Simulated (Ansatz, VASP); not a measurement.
# HfC in two plane-wave programs

Aim: how closely do two programs agree when they are given the same cell, functional and k mesh? The cell is taken from a series of VASP runs on this material, whose earlier steps may have relaxed, scaled or displaced it; both programs get it as it stands.

Main program and level: Ansatz 0.2.0; plane waves, with VASP 6.6.1 beside it; single point at r2SCAN with rVV10.

### Step 1. Set-up

It takes space group Fm-3m (No. 225, cubic). Conventional cell: a = 4.629 Å, b = 4.629 Å, c = 4.629 Å, α = 90.00°, β = 90.00°, γ = 90.00°. Nearest to Hf lie 6 C at 2.31 Å. Nearest to C lie 6 Hf at 2.31 Å. Farther neighbours are not listed.

### Step 2. VASP: single point, r2SCAN with rVV10

A single point gives forces, pressure and levels at one fixed geometry, so differences don't come from the geometry; what else differs is listed under the comparison.

Lines of VASP's logs that name or quote its potential files are left out, and so is its time.

INCAR reads:

```
SYSTEM = HfC
PREC = Accurate
ENCUT = 520
EDIFF = 1E-06
NELM = 100
ISMEAR = -5
SIGMA = 0.05
LREAL = .FALSE.
ALGO = Normal
METAGGA = R2SCAN
LUSE_VDW = .TRUE.
IVDW_NL = 2
BPARAM = 11.95
CPARAM = 0.0093
LASPH = .TRUE.
NBANDS = 19
LORBIT = 11
LWAVE = .FALSE.
LCHARG = .FALSE.
KPAR = 2
NEDOS = 2001
```

POSCAR reads:

```
HfC
1.0
    0.0000000000      2.3142792225      2.3142792225
    2.3142792225      0.0000000000      2.3142792225
    2.3142792225      2.3142792225      0.0000000000
Hf C
1 1
Direct
    0.5000000000      0.5000000000      0.5000000000
    0.0000000000      0.0000000000      0.0000000000
```

KPOINTS reads:

```
Automatic mesh
0
Gamma
15 15 15
0 0 0
```

Potentials, in the order of the species: Hf_pv and C (PBE family, release 64).

The run is started by

```bash
mpirun -np 2 vasp_std
```

Numbers of over 12 decimals in the logs are rounded to 6 here.

The log of the run:

```text
[banner, memory and clock lines left out]
running    2 mpi-ranks, on    1 nodes
 distrk:  each k-point on    1 cores,    2 groups
 distr:  one band on    1 cores,    1 groups

 POSCAR found type information on POSCAR HfC
 POSCAR found :  2 types and       2 ions
|                                                                             |
|               ----> ADVICE to this user running VASP <----                  |
|                                                                             |
|     You have switched on vdW-DFT.                                           |
|     This routine was written and supplied by Jiri Klimes. We recommend      |
|     that you carefully read and cite the following publications:            |
|       J. Klimes, D.R. Bowler, A. Michelides                                 |
|          J. Phys.: Cond Matt. 22 022201 (2010)                              |
|       J. Klimes, D.R. Bowler, A. Michelides                                 |
|          Phys. Rev. B. 83, 195131 (2011)                                    |
|     and references therein.                                                 |
|                                                                             |

|                                                                             |
|               ----> ADVICE to this user running VASP <----                  |
|                                                                             |
|     You enforced a specific xc type in the INCAR file but a different       |
|     [... a line on the potential file left out ...]
|     I HOPE YOU KNOW WHAT YOU ARE DOING!                                     |
|                                                                             |

 LDA part: xc-table for (None), standard interpolation
 POSCAR, INCAR and KPOINTS ok, starting setup
 FFT: planning ... GRIDC
 FFT: planning ... GRID_SOFT
 FFT: planning ... GRID
 WAVECAR not read
 entering main loop
       N       E                     dE             d eps       ncg     rms          rms(c)
Total rVV10 correction in eV:      0.1899762    15.3039170
Total rVV10 correction in eV:      0.1899762    15.3039170
DAV:   1    -0.725562971211E+01   -0.72556E+01   -0.73473E+03  4560   0.750E+02
DAV:   2    -0.613649240224E+02   -0.54109E+02   -0.51186E+02  5799   0.187E+02
DAV:   3    -0.629735603805E+02   -0.16086E+01   -0.15973E+01  5505   0.226E+01
DAV:   4    -0.629787741885E+02   -0.52138E-02   -0.52132E-02  5217   0.153E+00
DAV:   5    -0.629787876116E+02   -0.13423E-04   -0.13425E-04  5096   0.755E-02    0.639E+01
Total rVV10 correction in eV:      0.1991921    15.3039171
Total rVV10 correction in eV:      0.1991921    15.3039171
DAV:   6    -0.570094961062E+02    0.59693E+01   -0.67056E+00  4851   0.130E+01    0.423E+01
Total rVV10 correction in eV:      0.1946224    15.3039171
Total rVV10 correction in eV:      0.1946224    15.3039171
DAV:   7    -0.571366607311E+02   -0.12716E+00   -0.46799E-01  4875   0.438E+00    0.204E+01
Total rVV10 correction in eV:      0.1936828    15.3039171
Total rVV10 correction in eV:      0.1936828    15.3039171
DAV:   8    -0.571473631266E+02   -0.10702E-01   -0.20006E-02  4998   0.108E+00    0.341E+00
Total rVV10 correction in eV:      0.1946529    15.3039171
Total rVV10 correction in eV:      0.1946529    15.3039171
DAV:   9    -0.571462560969E+02    0.11070E-02   -0.20395E-03  5025   0.311E-01    0.167E+00
Total rVV10 correction in eV:      0.1951472    15.3039171
Total rVV10 correction in eV:      0.1951472    15.3039171
DAV:  10    -0.571463875915E+02   -0.13149E-03   -0.59265E-04  4849   0.150E-01    0.185E-01
Total rVV10 correction in eV:      0.1951708    15.3039171
Total rVV10 correction in eV:      0.1951708    15.3039171
DAV:  11    -0.571463837561E+02    0.38354E-05   -0.10703E-05  5317   0.254E-02    0.241E-01
Total rVV10 correction in eV:      0.1951408    15.3039171
Total rVV10 correction in eV:      0.1951408    15.3039171
DAV:  12    -0.571463905628E+02   -0.68067E-05   -0.99435E-06  4722   0.221E-02    0.251E-02
Total rVV10 correction in eV:      0.1951500    15.3039171
Total rVV10 correction in eV:      0.1951500    15.3039171
DAV:  13    -0.571463894128E+02    0.11501E-05   -0.61892E-07  2514   0.574E-03    0.519E-03
Total rVV10 correction in eV:      0.1951569    15.3039171
Total rVV10 correction in eV:      0.1951569    15.3039171
DAV:  14    -0.571463891033E+02    0.30943E-06   -0.26290E-07  2543   0.369E-03
Total rVV10 correction in eV:      0.1951549    15.3039171
Total rVV10 correction in eV:      0.1951549    15.3039171
Total rVV10 correction in eV:      0.1951550    15.3039171
Total rVV10 correction in eV:      0.1951550    15.3039171
   1 F= -.57146389E+02 E0= -.57146389E+02  d E =0.000000E+00
|                                                                             |
|           W    W    AA    RRRRR   N    N  II  N    N   GGGG   !!!           |
|           W    W   A  A   R    R  NN   N  II  NN   N  G    G  !!!           |
|           W    W  A    A  R    R  N N  N  II  N N  N  G       !!!           |
|           W WW W  AAAAAA  RRRRR   N  N N  II  N  N N  G  GGG   !            |
|           WW  WW  A    A  R   R   N   NN  II  N   NN  G    G                |
|           W    W  A    A  R    R  N    N  II  N    N   GGGG   !!!           |
|                                                                             |
|     Tetrahedron method does not include variations of the Fermi             |
|     occupations, so forces and stress will be inaccurate. We suggest        |
|     using a different smearing scheme ISMEAR = 1 or 2 for metals in         |
|     relaxations.                                                            |
|                                                                             |
```

Parts of OUTCAR (step 2):

```text
ion  position               nearest neighbor table
   1  0.500  0.500  0.500-   2 2.31   2 2.31   2 2.31   2 2.31   2 2.31   2 2.31
   2  0.000  0.000  0.000-   1 2.31   1 2.31   1 2.31   1 2.31   1 2.31   1 2.31

  LATTYP: Found a face centered cubic cell.
 ALAT       =     4.6285584450

 Subroutine GETGRP returns: Found 48 space group operations
 (whereof 48 operations were pure point group operations)

The static configuration has the point symmetry O_h .

 Found    120 irreducible k-points:

   k-points           NKPTS =    120   k-points in BZ     NKDIM =    120   number of bands    NBANDS=     19

   dimension x,y,z NGX =    24 NGY =   24 NGZ =   24
   dimension x,y,z NGXF=    48 NGYF=   48 NGZF=   48

   ENCUT  =  520.0 eV  38.22 Ry    6.18 a.u.   6.09  6.09  6.09*2*pi/ulx,y,z

   NELECT =      14.0000    total number of electrons

 k-points in reciprocal lattice and weights: Automatic mesh
   0.00000000  0.00000000  0.00000000       0.000
   0.06666667  0.00000000  0.00000000       0.002
   0.13333333  0.00000000  0.00000000       0.002
   0.20000000  0.00000000  0.00000000       0.002
   0.26666667  0.00000000  0.00000000       0.002
   0.33333333  0.00000000  0.00000000       0.002
   0.40000000  0.00000000  0.00000000       0.002
   0.46666667  0.00000000  0.00000000       0.002
   0.06666667  0.06666667  0.00000000       0.002
[...]
-0.33333333  0.46666667  0.20000000       0.007
  -0.26666667  0.46666667  0.20000000       0.007

 average (electrostatic) potential at core
       1 -41.0563       2 -49.3388

 E-fermi :   6.0185

 k-point     1 :       0.0000    0.0000    0.0000
  band No.  band energies     occupation
      1     -24.6629      2.00000
      2     -24.6629      2.00000
      3     -24.6629      2.00000
      4      -7.1217      2.00000
      5       7.0069     -0.32855
      6       7.0069      0.00000
      7       7.0069      0.00000
      8       7.6261      0.00000
      9       7.6261      0.00000
    ...

 k-point     2 :       0.0667    0.0000    0.0000
  band No.  band energies     occupation
      1     -24.6966      2.00000
      2     -24.6660      2.00000
      3     -24.6660      2.00000
      4      -7.0050      2.00000
      5       6.2114      1.07078
      6       6.4348      0.09144
      7       6.4348     -0.09994
      8       7.8575      0.00000
      9       7.8575      0.00000
     10       8.1325      0.00000
    ...

 k-point     3 :       0.1333    0.0000    0.0000
  band No.  band energies     occupation
    ...
      3     -24.6745      2.00000
      4      -6.6657      2.00000
      5       5.0087      2.00637
      6       5.5250      2.04622
      7       5.5250      2.13863
      8       8.2515      0.00000
      9       8.2515      0.00000
     10       8.6039      0.00000
     11      11.4111      0.00000
     12      11.4111      0.00000
    ...

  Total       -0.0244275     -0.0244275     -0.0244275      0.0000000      0.0000000     -0.0000000
  in kB       -1.5787458     -1.5787458     -1.5787458      0.0000000      0.0000000     -0.0000000
  external PRESSURE =      -1.5787458 kB  Pullay stress =       0.0000000 kB

  energy-cutoff  :      520.00
  volume of cell :       24.79
      direct lattice vectors                 reciprocal lattice vectors
     0.000000000  2.314279223  2.314279223    -0.216049989  0.216049989  0.216049989
     2.314279223  0.000000000  2.314279223     0.216049989 -0.216049989  0.216049989
     2.314279223  2.314279223  0.000000000     0.216049989  0.216049989 -0.216049989

 POSITION                                       TOTAL-FORCE (eV/Angst)
 -----------------------------------------------------------------------------------
      2.31428      2.31428      2.31428         0.000000     -0.000000      0.000000
      0.00000      0.00000      0.00000        -0.000000      0.000000     -0.000000
 -----------------------------------------------------------------------------------
    total drift:                                0.000000     -0.000000      0.000000

  FREE ENERGIE OF THE ION-ELECTRON SYSTEM (eV)
  ---------------------------------------------------
  free  energy   TOTEN  =       -57.1463891033 eV

  energy  without entropy=      -57.1463891033  energy(sigma->0) =      -57.14638910

 total charge
# of ion       s       p       d       tot
------------------------------------------
    1        0.320   6.651   1.655   8.626
    2        0.885   1.530   0.000   2.415
--------------------------------------------------
tot          1.205   8.181   1.655  11.041

[... 3 further parts left out ...]
```

Harder data sets than Hf_pv exist (the GW ones), and pressures, volumes and forces can shift noticeably with them. With tetrahedra the forces and stress of a metal are not exact derivatives of the energy.

### Step 3. Ansatz: single point, r2SCAN with rVV10

Ansatz runs on its default PAW (the set named soft_2) files.

The same cell, functional, mesh and smearing now go to Ansatz, which takes its cutoff from its data sets.

input.yaml reads:

```yaml
crystal:
  lattice:
    - [0.0, 2.3142792225, 2.3142792225]
    - [2.3142792225, 0.0, 2.3142792225]
    - [2.3142792225, 2.3142792225, 0.0]
  atoms:
    - { symbol: Hf, position: [0.5, 0.5, 0.5] }
    - { symbol: C, position: [0.0, 0.0, 0.0] }
hamiltonian:
  xc: r2scan
  pseudopotentials: { kind: paw }
  dispersion: rvv10
kpoints:
  mp_grid: { grid: [15, 15, 15] }
scf:
  occupations: { method: tetrahedron }
output:
  forces: true
  stress: true
```

The run is started by

```bash
ansatz run input.yaml --threads 2 --pin off --max-ram 4608MiB --backend cpu --events-out ev --progress --plain --runs-dir out
```

The log of the run:

```text
Warning: output.forces, output.stress, relax.cell or npt_langevin: where a Kohn–Sham band that disperses or a degenerate level is filled in part under the method tetrahedron, the forces or the stress that this run publishes need not agree with its energy (scf.occupations.method in the input reference, under Limitations); prefer a smearing scheme for the forces or the stress
Engine: ansatz 0.2.0, aarch64-unknown-linux-gnu
Pseudopotentials: kind: paw
Pseudopotential: Hf, paw, valence charge 26, recommended cutoff 500 eV (meta_gga), Hf.paw.azcp
Pseudopotential: C, paw, valence charge 4, recommended cutoff 500 eV (meta_gga), C.paw.azcp
Functional definition: r2SCAN+rVV10
  parameter k0 = 0.174
  parameter k1 = 0.065
  parameter a1 = 4.9479
  exchange = r2scan_x(k0 = k0, k1 = k1, a1 = a1)
  correlation = r2scan_c + rvv10(11.95, 0.0093)
Crystal: 2 atoms, lattice volume = 24.790 Å³
Basis set: ecut = 500 eV, 609 PW (Γ), exchange–correlation on 108×108×108 points (64 copies of the dense FFT grid, shifted against one another)
Bands: 19, of which v1, the nominal top of the filled ones, is band 15 counted from 1 (14 counted from 0)
Symmetry: 48 space group operations
Space group: Fm-3m (ITA 225), of the structure as read, at distance tolerance 2.9e-5 Å
k-points: 120 of 3375
Non-local potential: Hf, projectors of the file, l = 0: 3, l = 1: 2, l = 2: 2, l = 3: 3
Non-local potential: C, projectors of the file, l = 0: 2, l = 1: 2, l = 2: 1
PAW form: soft (Blöchl's): semilocal exchange-correlation on the pseudo side does not see the compensation charge
rVV10 density: all electrons in the spheres
PAW frozen core: Hf, regenerated for the run's functional (the file was generated under x = pbe(κ = 0.804, μ = 0.219515), c = pbe(β = 0.066725))
PAW frozen core: C, regenerated for the run's functional (the file was generated under x = pbe(κ = 0.804, μ = 0.219515), c = pbe(β = 0.066725))
PAW one-centre angular grid: Hf, 974 points (default); XC on 160 Gauss nodes
PAW one-centre angular grid: C, 302 points (default); XC on 239 of its mesh's 2573 points in the sphere
Initial density: superposition of atomic densities (neutral atoms: chi_scale 0, normalization atom), corrected by the library's trained network
Initial wavefunctions: pseudopotential atomic-orbital guess
Functional: x = r2scan, c = r2scan + rvv10(b = 11.95, C = 0.0093); τ floored in thin density (d = 2e-4 eV/Å³)
SCF iter   1: F=—  HF=-15983.979251 eV  |F-HF|=—  |Δ(HF+E_count)|=         —  Δρ=8.73e-3  dr2=1.14e-2  dr2_τ=1.36e-1  ethr=1.77e-3  ⟨swp⟩=5.0  Hψ=9440  notcnv=0
preconditioner: auto → Kerker (q_TF=auto, 2.816 Å⁻¹)  [metal: no gap  n_scr=14 (ndim 8)  ℏωp=39.5 eV  f_vac=0.000]
SCF iter   2: F=—  HF=-15984.011808 eV  |F-HF|=—  |Δ(HF+E_count)|=   3.26e-2  Δρ=5.90e-3  dr2=9.21e-3  dr2_τ=8.15e-4  ethr=3.80e-5  ⟨swp⟩=2.3  Hψ=5587  notcnv=0
SCF iter   3: F=—  HF=-15984.010910 eV  |F-HF|=—  |Δ(HF+E_count)|=   8.98e-4  Δρ=4.17e-3  dr2=3.68e-3  dr2_τ=1.57e-4  ethr=3.07e-5  ⟨swp⟩=2.0  Hψ=4045  notcnv=0
SCF iter   4: F=—  HF=-15984.011522 eV  |F-HF|=—  |Δ(HF+E_count)|=   6.12e-4  Δρ=9.16e-4  dr2=2.18e-4  dr2_τ=1.21e-5  ethr=1.23e-5  ⟨swp⟩=2.0  Hψ=3648  notcnv=0
SCF iter   5: F=—  HF=-15984.011492 eV  |F-HF|=—  |Δ(HF+E_count)|=   2.94e-5  Δρ=6.05e-4  dr2=1.24e-4  dr2_τ=1.31e-5  ethr=7.26e-7  ⟨swp⟩=2.1  Hψ=3871  notcnv=0
SCF iter   6: F=—  HF=-15984.011498 eV  |F-HF|=—  |Δ(HF+E_count)|=   5.81e-6  Δρ=3.32e-4  dr2=3.71e-5  dr2_τ=3.13e-7  ethr=4.14e-7  ⟨swp⟩=2.0  Hψ=3217  notcnv=0
SCF iter   7: F=—  HF=-15984.011508 eV  |F-HF|=—  |Δ(HF+E_count)|=   1.00e-5  Δρ=9.88e-5  dr2=3.26e-6  dr2_τ=2.58e-8  ethr=1.24e-7  ⟨swp⟩=2.0  Hψ=3492  notcnv=0
SCF iter   8: F=-15984.011509 eV  HF=-15984.011509 eV  |F-HF|=3.52e-8  |Δ(HF+E_count)|=   1.21e-6  Δρ=1.61e-5  dr2=8.88e-8  dr2_τ=1.38e-9  ethr=3.33e-10  ⟨swp⟩=3.9  Hψ=10465  notcnv=0
SCF 1 converged in 8 iterations: F = -15984.011509 eV  dr2 = 8.88e-8
  greatest PAW one-centre occupation: 0.998 electrons in one spin orbital (limit 2), on the Hf atom at site 0 (counted from 0), in its partial waves of l = 3
SCF converged after 8 iterations
Stability not checked: this state was not tested for a lower state beside it, because cold or Methfessel-Paxton smearing, or corrected tetrahedra, fill the levels in a way that the test cannot read (fill_not_monotonic; see scf.lower_state_search)
Free energy (F): -15984.011509 eV
Harris-Foulkes:  -15984.011509 eV  (|F-HF|=3.52e-8)
Internal energy: -15984.011512 eV  (E = F + TS)
E sigma→0 (E₀):  -15984.011509 eV
Entropy (-TS):   0.000002 eV (0.001 meV/atom)
Fermi energy:    20.410640 eV
--- Per-component energies (eV) ---
  E_band       = 104.056055
  E_kinetic    = 512.920541
  E_local      = -4951.767548  (includes V_loc(G=0)·N_el)
  E_nonlocal   = -1221.507574
  E_hartree    = 2346.136238
  E_xc         = -329.193515
  E_vxc        = -359.543112  (∫ρ·V_xc dr)
  E_paw        = -7053.073322  (= ΣΔE_a)
  E_vpaw       = 1414.036855  (= ΣTr[D̂ρ^β])
  E_aug_tail   = 0.000002  (compensation charges beyond the density's cutoff)
  E_vtau       = 17.637622  (kinetic-family band-sum trace: ∫τ·v_τ [+ j·A + Jᵃ·Aᵃ] dr)
  E_ewald      = -5287.823083
  E_core_change = 0.296748  (= ΣΔE_core)
  E_smearing   = 0.000002  (= −TS)
  E_closure    = 0.000000  (closes the sum)
  Σ components = -15984.011509   (vs F -15984.011509, Δ=0.00e0)
--- Forces (eV/Å), atoms counted from 1 ---
  atom   1  Hf     0.00000000    -0.00000000     0.00000000
  atom   2  C     -0.00000000     0.00000000    -0.00000000
  max |Σ_I F_I| component: 1.03e-28 eV/Å
--- Stress (GPa, compression-positive) ---
        0.312764       0.000000       0.000000
       -0.000000       0.312764      -0.000000
        0.000000      -0.000000       0.312764
  P = ⅓ Tr σ = 0.3128 GPa (3.128 kbar)
--- Band table (eV; the first three rows and the last of 120) ---
  k-point 0: bands = [... 11 lower, 9.1878, 21.4290, 21.4290, 21.4290, 21.9585, 21.9585, 21.9585, 23.9304]
  k-point 1: bands = [... 11 lower, 9.1880, 20.6082, 20.8383, 20.8383, 22.1977, 22.1977, 22.4926, 24.5244]
  k-point 2: bands = [... 11 lower, 9.1883, 19.4059, 19.9166, 19.9166, 22.5915, 22.5915, 22.9695, 25.7666]
  k-point 119: bands = [... 11 lower, 10.0631, 16.9841, 17.4714, 17.6851, 23.9689, 24.7095, 27.5033, 28.0901]
```

Elapsed: 8 s, on 2 threads of Arm Neoverse N1, shared host; peak memory 0.45 GiB.

The run ends at a pressure of 0.31 GPa.

### Step 4. Comparison

Known differences besides the potentials themselves: VASP keeps PBE cores, Ansatz makes them for the functional; the data sets hold 30 valence electrons in Ansatz (default PAW (the set named soft_2) files) and 14 in VASP; the cutoff is 500 eV in Ansatz and 520 eV in VASP. Total energies have different zeros and are not compared.

Both answers:

| quantity | Ansatz | VASP | difference |
| --- | --- | --- | --- |
| pressure (GPa) | 0.31 | -0.16 | +0.47 |

### Step 5. Summary of results

```
difference in pressure (single point, r2SCAN with rVV10) : 0.47 GPa
```

**Reading.** The difference in pressure is 0.47 GPa (single point, r2SCAN with rVV10), within the 1 GPa picked in this series as the mark of a large difference. How closely two codes agree says nothing of how well the functional describes the real material.

[Lines on the potential files, build, host, timing and source positions are cut from VASP's logs without a mark.]

[Logs are printed without paths, hosts, clocks, repeated set-up lines and the standing remarks that a program may print on its own settings, such as how far it seeks lower states.]

[Hosts, paths, dates, database ids (printed as entryN), source tags and the programs' standing remarks are cut or masked in the printed files.]
